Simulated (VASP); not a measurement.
Here is the system:

```xyz
6
Lattice="3.0516 0.0000 0.0000 0.0000 3.0516 0.0000 0.0000 0.0000 7.7207" Properties=species:S:1:pos:R:3 pbc="T T T"
Ta     0.0000     1.5258     5.1247
Ta     1.5258     3.0516     2.5961
Mo     1.5258     3.0516     6.9733
Mo     3.0516     1.5258     0.7475
N      0.0000     1.5258     2.8947
N      1.5258     3.0516     4.8261
```

These are LDA (Ceperley-Alder, Perdew-Zunger), VASP's LDA PAW potentials (set 64) (plane waves; VASP) values and carry that method's errors. Numerical set-up: 520 eV cut-off, Gaussian smearing of 0.050 eV, potentials Ta_pv Mo_sv N.

Q: Give the energies of bands 22 to 35 at the high-symmetry points, in eV from the Fermi level.

A: 
| band | Γ | X | M | Z | R | A |
|---|---|---|---|---|---|---|
| 22 | -4.56 | -6.58 | -4.58 | -4.47 | -6.80 | -4.87 |
| 23 | -4.56 | -4.04 | -4.20 | -4.45 | -4.18 | -3.42 |
| 24 | -3.72 | -4.04 | -4.20 | -3.77 | -4.18 | -3.42 |
| 25 | -3.32 | -1.93 | -4.10 | -3.46 | -2.11 | -3.26 |
| 26 | -3.32 | -1.93 | -4.10 | -3.46 | -2.11 | -3.26 |
| 27 | -3.16 | -1.91 | -2.19 | -2.38 | -1.17 | -2.81 |
| 28 | -1.45 | -1.91 | -2.19 | -0.70 | -1.17 | -2.81 |
| 29 | -1.45 | -0.10 | -0.46 | -0.70 | 0.30 | -0.09 |
| 30 | -0.27 | -0.10 | -0.46 | -0.60 | 0.30 | -0.09 |
| 31 | 0.29 | 1.13 | 2.65 | -0.60 | 1.89 | 2.48 |
| 32 | 0.29 | 1.13 | 2.65 | -0.22 | 1.89 | 2.48 |
| 33 | 0.34 | 2.26 | 3.06 | -0.01 | 2.05 | 3.06 |
| 34 | 1.46 | 2.26 | 3.06 | 1.08 | 2.05 | 3.06 |
| 35 | 1.72 | 2.59 | 4.41 | 1.55 | 2.68 | 4.07 |

It has no gap at this level: it comes out as a metal or semimetal.

The structure comes from a computed database's TaMoN entry (P4/nmm); how it stands against other phases isn't given here. It was relaxed first.
